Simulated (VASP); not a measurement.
Consider the following.

```yaml
crystal:
  lattice:
    - [1.88721, -3.26874, 0.00000]
    - [1.88721, 3.26874, 0.00000]
    - [0.00000, 0.00000, 12.06427]
  atoms:
    - { symbol: La, position: [0.00000, 0.00000, 0.50000] }
    - { symbol: La, position: [0.00000, 0.00000, 0.00000] }
    - { symbol: La, position: [0.33333, 0.66667, 0.25000] }
    - { symbol: La, position: [0.66667, 0.33333, 0.75000] }
```

All values below come from PBE GGA, VASP's PBE PAW potentials (set 64) (plane waves; VASP 6.6.1). Numerical set-up: 480 eV cut-off, 10×10×4 Γ-centred mesh, first-order Methfessel-Paxton smearing of 0.10 eV, potentials La.

Each relaxation starts from this cell; other phases were not tried.

Question: The cell is relaxed at 10 GPa. What happens?

Answer: The volume per atom goes from 37.21 to 28.26 Å³ (-24.1 %), and the cell becomes a = 3.441 Å, b = 3.441 Å, c = 11.020 Å, α = 90.00°, β = 90.00°, γ = 120.00°, space group P6_3/mmc.

Failed runs are left out, and for metals the shear rows, which the mesh's noise covers.

The compound is La in the dhcp structure.
